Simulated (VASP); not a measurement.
Computed with PBE GGA, VASP's PBE PAW potentials (set 64) (plane waves; VASP).

Input for VASP

KPOINTS:
```
Automatic mesh
0
Gamma
6 6 3
0 0 0
```

**POSCAR**
```
LaN
1
    3.1422690000    -2.2963250000     0.0000000000
    3.1422690000     2.2963250000     0.0000000000
   -1.1405290000     0.0000000000     6.7864240000
La N
2 2
Direct
  0.0000000000   0.5000000000   0.0000000000
  0.5000000000   0.0000000000   0.5000000000
  0.5816000000   0.4184000000   0.2500000000
  0.4184000000   0.5816000000   0.7500000000
```

**INCAR**
```
ALGO = Normal
EDIFF = 1E-6
ENCUT = 750
GGA = PE
ISIF = 2
ISMEAR = 0
LASPH = .True.
LCHARG = .False.
LMAXMIX = 6
LREAL = .False.
LWAVE = .False.
NELM = 100
PREC = Accurate
SIGMA = 0.05
SYSTEM = LaN
```

POTCAR, in this order: La N (PBE.64 set). Program: vasp_std.

The run wrote:

OSZICAR:
```
       N       E                     dE             d eps       ncg     rms          rms(c)
DAV:   1     0.400756862110E+03    0.40076E+03   -0.15119E+04  1368   0.290E+03
DAV:   2     0.648452791962E+02   -0.33591E+03   -0.33029E+03  2232   0.393E+02
DAV:   3    -0.254567091549E+02   -0.90302E+02   -0.89421E+02  2224   0.237E+02
DAV:   4    -0.356036661301E+02   -0.10147E+02   -0.99865E+01  2592   0.688E+01
DAV:   5    -0.362295291082E+02   -0.62586E+00   -0.62214E+00  2384   0.205E+01    0.138E+01
DAV:   6    -0.312625325874E+02    0.49670E+01   -0.80945E+01  2312   0.494E+01    0.102E+01
DAV:   7    -0.298482652436E+02    0.14143E+01   -0.18429E+01  2216   0.413E+01    0.335E+00
DAV:   8    -0.298157285619E+02    0.32537E-01   -0.79269E-01  2448   0.996E+00    0.169E+00
DAV:   9    -0.297944054279E+02    0.21323E-01   -0.19485E-01  2512   0.426E+00    0.463E-01
DAV:  10    -0.297941207360E+02    0.28469E-03   -0.34839E-02  2544   0.173E+00    0.203E-01
DAV:  11    -0.297946766233E+02   -0.55589E-03   -0.22459E-03  2496   0.499E-01    0.108E-01
DAV:  12    -0.297946914302E+02   -0.14807E-04   -0.41014E-04  2640   0.183E-01    0.263E-02
DAV:  13    -0.297946837906E+02    0.76396E-05   -0.14440E-04  2312   0.134E-01    0.694E-03
DAV:  14    -0.297946868647E+02   -0.30741E-05   -0.20880E-05  2000   0.320E-02    0.699E-03
DAV:  15    -0.297946865718E+02    0.29292E-06   -0.90975E-06  1640   0.319E-02
   1 F= -.29794687E+02 E0= -.29794684E+02  d E =-.613698E-05
```

OUTCAR:
```
------------------------ aborting loop because EDIFF is reached ----------------------------------------
  FORCE on cell =-STRESS in cart. coord.  units (eV):
  Direction    XX          YY          ZZ          XY          YZ          ZX
  --------------------------------------------------------------------------------------
  Total       -5.0954357     -8.5232137     -8.5891151      0.0000000      0.0000000      0.7510418
  in kB      -83.3574093   -139.4332207   -140.5113174      0.0000000      0.0000000     12.2864663
  external PRESSURE =    -121.1006491 kB  Pullay stress =       0.0000000 kB
  volume of cell :       97.94
      direct lattice vectors                 reciprocal lattice vectors
     3.142269000 -2.296325000  0.000000000     0.159120686 -0.217739214  0.026741883
     3.142269000  2.296325000  0.000000000     0.159120686  0.217739214  0.026741883
    -1.140529000  0.000000000  6.786424000     0.000000000  0.000000000  0.147353009
 POSITION                                       TOTAL-FORCE (eV/Angst)
 -----------------------------------------------------------------------------------
      1.57113      1.14816      0.00000        -0.000000      0.000000      0.000000
      1.00087     -1.14816      3.39321        -0.000000      0.000000      0.000000
      2.85714     -0.37476      1.69661         0.000000     -0.183238      0.000000
      2.28687      0.37476      5.08982        -0.000000      0.183238      0.000000
 -----------------------------------------------------------------------------------
    total drift:                                0.000000     -0.000000      0.000000
  FREE ENERGIE OF THE ION-ELECTRON SYSTEM (eV)
  ---------------------------------------------------
  free  energy   TOTEN  =       -29.7946865718 eV

  energy  without entropy=      -29.7946804348  energy(sigma->0) =      -29.79468350
```
(Selected blocks of OUTCAR.)

The structure was generated: LaN was put into the tenorite type (C2/c), which need not be its known phase. The cell was not relaxed at this level. The run is one of a series of settings (ENCUT = 750 against the base run), some of them coarse on purpose.
